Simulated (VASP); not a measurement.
Level of theory: PBEsol GGA, VASP's PBE PAW potentials (set 64) (plane waves; VASP).

Input for VASP

**INCAR**
```
SYSTEM = LiTaF6
PREC = Accurate; ENCUT = 400; LREAL = .False.
LASPH = .True.
EDIFF = 1E-6; NELM = 100; ALGO = Normal
LMAXMIX = 6
ISMEAR = 0; SIGMA = 0.01
GGA = PS
ISIF = 2
LWAVE = .False.; LCHARG = .False.
```

**POSCAR**
```
LiTaF6
1
    2.5846700000     1.4922600000     4.5260000000
   -2.5846700000     1.4922600000     4.5260000000
    0.0000000000    -2.9845200000     4.5260000000
Li Ta F
1 1 6
Direct
  0.5000000000   0.5000000000   0.5000000000
  0.0000000000   0.0000000000   0.0000000000
  0.6496700000   0.2453870000   0.8609700000
  0.3503300000   0.7546130000   0.1390300000
  0.8609700000   0.6496700000   0.2453870000
  0.1390300000   0.3503300000   0.7546130000
  0.2453870000   0.8609700000   0.6496700000
  0.7546130000   0.1390300000   0.3503300000
```

File KPOINTS:
```
Automatic mesh
0
Gamma
1 1 1
0 0 0
```

POTCAR, in this order: Li_sv Ta_pv F (PBE.64 set). Program: vasp_std.

At this cut-off the stress carries a Pulay error, which pulls relaxed volumes low.

Task: Predict the energy per atom (σ→0), pressure, largest force.

Result: 
- energy per atom (σ→0) = -6.431 eV/atom
- pressure = -7.77 GPa
- largest force = 0.375 eV/Å

File OSZICAR:
```
...
DAV:   8    -0.514514902290E+02    0.17748E-01   -0.25324E-01    76   0.336E+00    0.573E-01
DAV:   9    -0.514460022063E+02    0.54880E-02   -0.38999E-02    75   0.127E+00    0.293E-01
DAV:  10    -0.514467634254E+02   -0.76122E-03   -0.24696E-03    68   0.451E-01    0.508E-02
DAV:  11    -0.514469859034E+02   -0.22248E-03   -0.47104E-04    67   0.155E-01    0.425E-02
DAV:  12    -0.514470439323E+02   -0.58029E-04   -0.13077E-04    84   0.829E-02    0.139E-02
DAV:  13    -0.514470448172E+02   -0.88489E-06   -0.22570E-05    75   0.386E-02    0.869E-03
DAV:  14    -0.514470452241E+02   -0.40687E-06   -0.41350E-06    60   0.149E-02
   1 F= -.51447045E+02 E0= -.51447045E+02  d E =-.319381E-68
```

The structure comes from a computed database's LiTaF6 entry; how it stands against other phases isn't given here. The cell was not relaxed at this level. The k-mesh is coarse (spacing up to 1.48 per Å, 2π included), so the numbers may not be converged in it. The run is one of a series of settings (KPOINTS 1×1×1 Γ-centred mesh against the base run), some of them coarse on purpose.
